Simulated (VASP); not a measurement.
```yaml
crystal:
  lattice:
    - [4.06880, 0.00000, 0.00000]
    - [0.00000, 4.06880, 0.00000]
    - [0.00000, 0.00000, 4.06880]
  atoms:
    - { symbol: Sc, position: [0.00000, 0.00000, 0.00000] }
    - { symbol: Al, position: [0.00000, 0.50000, 0.50000] }
    - { symbol: Al, position: [0.50000, 0.00000, 0.50000] }
    - { symbol: Al, position: [0.50000, 0.50000, 0.00000] }
```

Level of theory: AM05 GGA, VASP's PBE PAW potentials (set 64) (plane waves; VASP). Numerical set-up: 520 eV cut-off, 9×9×9 Γ-centred mesh, tetrahedra with Blöchl corrections, potentials Sc_sv Al.

### Question
Estimate the energy per atom (σ→0), band gap (on the k-mesh) with the smallest direct gap where there is one.

### Answer

| Item | Result |
|---|---|
| band gap (on the k-mesh) | none (metal, semimetal or under 0.01 eV) |
| energy per atom (σ→0) | -5.077 eV/atom |

Only differences to runs with the same potentials and settings are physical.

The compound is Al3Sc in the L1_2 structure. It was relaxed first.
